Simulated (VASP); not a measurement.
K2SnSe2:

```xyz
5
Lattice="0.0000 3.2186 6.9875 3.1859 0.0000 6.9875 3.1859 3.2186 0.0000" Properties=species:S:1:pos:R:3 pbc="T T T"
K     4.7789    4.8278   10.4812
K     1.5930    1.6093    3.4937
Sn    0.0000    0.0000    0.0000
Se    3.1859    3.2186    5.0757
Se    3.1859    3.2186    8.8993
```

The cell was built by a generator and needn't be a form met in nature.

| Item | Value |
| --- | --- |
| Program | VASP 6.6.1 |
| Task | relaxation of cell and atoms |
| Functional | PBE |
| Potentials or basis | VASP PAW PBE potentials, release 64 (K_sv, Sn_d, Se) |
| Cutoff | 600 eV |
| k mesh | 6 × 6 × 6 |
| Occupations | gaussian, width 0.05 eV |
| Spin | no spin polarisation |

At the start: pressure 9.0 GPa; volume 28.66 Å³/atom.

Q: Where does the relaxation end?

A: Over 11 steps the energy falls by 393.6 meV/atom and the volume is 31.13 Å³/atom (+8.6 %); space group Fmmm (No. 69, to 0.05 Å).

The path:
```csv
step,energy change (eV),largest force (eV/Å),pressure (GPa),volume (Å³)
1,0.0000,3.5874,8.95,143.30
2,-1.4580,0.9413,-0.75,179.14
3,-1.4645,0.8174,-1.11,182.02
4,-1.6069,0.7247,-1.06,177.29
5,-1.9205,0.2730,-0.63,163.23
6,-1.2405,1.6052,3.83,135.83
7,-1.9615,0.0212,-0.40,158.98
8,-1.9660,0.0741,-0.25,157.11
9,-1.9675,0.0052,0.10,155.15
10,-1.9677,0.0125,0.02,155.57
11,-1.9678,0.0016,0.00,155.66
```

Final structure:
```
CELL_PARAMETERS angstrom
0.00000 3.18523 7.85871
3.10923 0.00000 7.85871
3.10923 3.18523 0.00000
ATOMIC_POSITIONS crystal
K 0.75000 0.75000 0.75000
K 0.25000 0.25000 0.25000
Sn 0.00000 0.00000 0.00000
Se 0.39323 0.39323 0.60677
Se 0.60677 0.60677 0.39323
```
